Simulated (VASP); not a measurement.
Input:

```
CELL_PARAMETERS angstrom
      0.00000     2.40500     2.40500
      2.40500     0.00000     2.40500
      2.40500     2.40500     0.00000
ATOMIC_POSITIONS crystal
  Ca 0.00000 0.00000 0.00000
  O  0.50000 0.50000 0.50000
```

The numbers are results of Bethe-Salpeter equation (Tamm-Dancoff) on G0W0 levels and PBE orbitals, VASP's PBE PAW potentials (set 64) (plane waves; VASP), not measurements. Run with PREC = Normal, 500 eV cut-off, 6×6×6 Γ-centred mesh, Gaussian smearing of 0.010 eV, potentials Ca_sv_GW O_GW_new.

The mesh is coarse, so the spectrum and binding energies are not converged.

The BSE takes 3 valence and 4 conduction bands in the Tamm-Dancoff approximation; the smallest direct G0W0 gap on the mesh is 6.36 eV.

**Question.** Where does the first bright exciton lie on this mesh?

**Answer.** At 5.70 eV. Its distance from the direct gap isn't converged on a mesh this coarse and overstates the binding.

```tsv
ħω (eV)	ε₂
0.00	0.00
0.20	0.00
0.40	0.00
0.60	0.00
0.80	0.01
1.00	0.01
1.20	0.01
1.40	0.01
1.60	0.01
1.80	0.01
2.10	0.02
2.30	0.02
2.50	0.02
2.70	0.02
2.90	0.03
3.10	0.03
3.30	0.04
3.50	0.04
3.70	0.05
3.90	0.06
4.10	0.07
4.30	0.08
4.50	0.10
4.70	0.14
4.90	0.19
5.10	0.30
5.30	0.56
5.50	1.64
5.70	7.32
5.90	1.96
6.20	4.93
6.40	2.42
6.60	2.56
6.80	8.05
7.00	8.30
7.20	2.56
7.40	2.26
7.60	2.46
7.80	2.05
8.00	1.60
```

The compound is CaO in the rock salt structure. The cell was not relaxed at this level.
